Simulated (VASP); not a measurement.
VASP runs on Er (hcp) share one base input (PBE GGA, plane waves, VASP's PBE PAW potentials (set 64)) and change the settings named in each case.

KPOINTS:
```
Automatic mesh
0
Gamma
10 10 6
0 0 0
```

POSCAR:
```
Er
1
    1.8156000000    -3.1447110000     0.0000000000
    1.8156000000     3.1447110000     0.0000000000
    0.0000000000     0.0000000000     5.7018000000
Er
2
Direct
  0.3333330000   0.6666670000   0.2500000000
  0.6666670000   0.3333330000   0.7500000000
```

**INCAR**
```
ALGO = Normal
EDIFF = 1E-6
ENCUT = 400
GGA = PE
ISIF = 2
ISMEAR = 1
LASPH = .TRUE.
LCHARG = .FALSE.
LMAXMIX = 6
LREAL = .FALSE.
LWAVE = .FALSE.
NELM = 100
PREC = Accurate
SIGMA = 0.1
SYSTEM = Er
```

POTCAR, in this order: Er_3 (PBE.64 set). Program: vasp_std.

```csv
change,pressure (GPa),electronic steps
base run,-2.27,11
EDIFF = 1E-2,[?],7
EDIFF = 1E-3,-1.97,8
EDIFF = 1E-4,-2.27,9
EDIFF = 1E-5,-2.26,10
EDIFF = 1E-8,-2.29,14
```

Fill in the missing entries.

- EDIFF = 1E-2, pressure (GPa): -0.86

The 4f electrons are frozen in the core of the lanthanide potential, so 4f levels, which can set the real gap, and their magnetism are missing.

Left out are runs that ran out of time, are held back, or changed the cell or the kind of run, fixed moments of cells without a moment, rows past the twelfth, gaps on odd meshes, pressures of charged cells and columns that move by less than the noise.

The compound is Er in the hcp structure. The cell was not relaxed at this level.
